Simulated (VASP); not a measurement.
The input files of a VASP run:

INCAR:
```
SYSTEM = Na
PREC = Accurate
ENCUT = 520
EDIFF = 1E-7
NELM = 100
ALGO = Normal
LREAL = .FALSE.
LASPH = .TRUE.
ISMEAR = -5
GGA = ML
ZAB_VDW = -1.8867
LUSE_VDW = .TRUE.
AGGAC = 0.0
LWAVE = .FALSE.
LCHARG = .TRUE.
LORBIT = 11
NEDOS = 601
ISIF = 2
```

**POSCAR**
```
Na
3.5814440
 -0.5773502448   0.5773502448   0.5773502448
  0.5773502448  -0.5773502448   0.5773502448
  0.5773502448   0.5773502448  -0.5773502448
Na
1
Cart
  0.0000000000   0.0000000000   0.0000000000
```

**KPOINTS**
```
Automatic mesh
0
Gamma
14 14 14
0 0 0
```

POTCAR, in this order: Na_pv (PBE.64 set). Program: vasp_std.

Task: Translate this vdW-DF2 calculation to Quantum ESPRESSO's pw.x.

Result: One equivalent input (not run):
```
&CONTROL
  calculation = 'scf'
  pseudo_dir = './pseudo'
  outdir = './out'
  tprnfor = .true.
  tstress = .true.
/
&SYSTEM
  ibrav = 0
  nat = 1
  ntyp = 1
  ecutwfc = 88
  occupations = 'tetrahedra'
  input_dft = 'vdw-df2'
/
&ELECTRONS
  conv_thr = 7.3e-09
  electron_maxstep = 100
/
ATOMIC_SPECIES
  Na 22.990 Na.upf
CELL_PARAMETERS angstrom
    -2.0677476    2.0677476    2.0677476
     2.0677476   -2.0677476    2.0677476
     2.0677476    2.0677476   -2.0677476
ATOMIC_POSITIONS crystal
  Na   0.0000000  0.0000000  0.0000000
K_POINTS automatic
  14 14 14 0 0 0
```
Limits of the translation: the potentials are each code's own (VASP's PAW set, PseudoDojo norm-conserving files in pw.x), so ENCUT and ecutwfc are chosen apart and not converted; conv_thr bounds pw.x's estimated SCF error, while EDIFF bounds the energy change between steps.

The compound is Na in the bcc structure. It was relaxed first, which changed the volume by -9 %.
